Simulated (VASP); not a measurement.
A convergence study with VASP on Pt (fcc): one setting is varied, all else stays as given below, so the limit is that of these other settings. Each run relaxes cell and ions from the cell shown. The basis is that of the starting cell, so low cut-offs carry a Pulay error.

```xyz
1
Lattice="0.0000 1.9600 1.9600 1.9600 0.0000 1.9600 1.9600 1.9600 0.0000" Properties=species:S:1:pos:R:3 pbc="T T T"
Pt     0.0000     0.0000     0.0000
```

Level of theory: PBEsol GGA, VASP's PBE PAW potentials (set 64) (plane waves; VASP). The tightest run used: 700 eV cut-off, 14×14×14 Γ-centred mesh, first-order Methfessel-Paxton smearing of 0.10 eV, potentials Pt.

Question: The settings run are ENCUT = 200; ENCUT = 250; ENCUT = 300; ENCUT = 350; ENCUT = 400; ENCUT = 450; ENCUT = 500; ENCUT = 550; ENCUT = 600; ENCUT = 650; ENCUT = 700. From which on does the relaxed volume stay within 0.1 Å³/atom of the tightest run?

Answer: From ENCUT = 250 on: it is off by 0.033 there and by no more than 0.1 in any finer run, while ENCUT = 200 is off by 0.843.
```
setting      relaxed volume (Å³/atom)  E (eV/atom)  plane waves  difference judged (Å³/atom)
-----------  ------------------------  -----------  -----------  ---------------------------
ENCUT = 200                    14.166      -6.9881          113                        0.843
ENCUT = 250                    14.976      -6.9820          144                        0.033
ENCUT = 300                    14.967      -6.9785          190                        0.042
ENCUT = 350                    14.971      -6.9717          232                        0.037
ENCUT = 400                    15.004      -6.9712          290                        0.005
ENCUT = 450                    15.009      -6.9714          335                        0.000
ENCUT = 500                    15.004      -6.9714          392                        0.005
ENCUT = 550                    15.004      -6.9714          459                        0.004
ENCUT = 600                    15.008      -6.9714          531                        0.001
ENCUT = 650                    15.010      -6.9714          588                        0.001
ENCUT = 700                    15.009      -6.9715          646                        0.000
```

Left out are rungs that failed or repeat a setting and relaxations that didn't move; long series are thinned to 24 rows.

The compound is Pt in the fcc structure.
